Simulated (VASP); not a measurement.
```yaml
crystal:
  lattice:
    - [0.00000, 3.27905, 3.27905]
    - [3.27905, 0.00000, 3.27905]
    - [3.27905, 3.27905, 0.00000]
  atoms:
    - { symbol: Ag, position: [0.00000, 0.00000, 0.00000] }
    - { symbol: I, position: [0.25000, 0.25000, 0.25000] }
```

Computed with HSE06 screened hybrid, VASP's PBE PAW potentials (set 64) (plane waves; VASP). Settings: 520 eV cut-off, 6×6×6 Γ-centred mesh, Gaussian smearing of 0.050 eV, potentials Ag I.

Unless said otherwise, spin-orbit coupling is left out, though it shifts the bands of the heavy elements here.

### Question
Predict the energy per atom (σ→0), band gap (on the k-mesh) with the smallest direct gap where there is one.

### Answer

```yaml
band gap (on the k-mesh): 2.49 eV
smallest direct gap (on the k-mesh): 2.49 eV
energy per atom (σ→0): -2875 meV/atom
```

The absolute energy has meaning only against runs of the same code, potentials and settings.

The compound is AgI in the zinc blende structure, whereas wurtzite is the usual form. This cell is one point of a volume scan, at 0.97 of the reference volume. The cell's shape comes from a PBE relaxation.
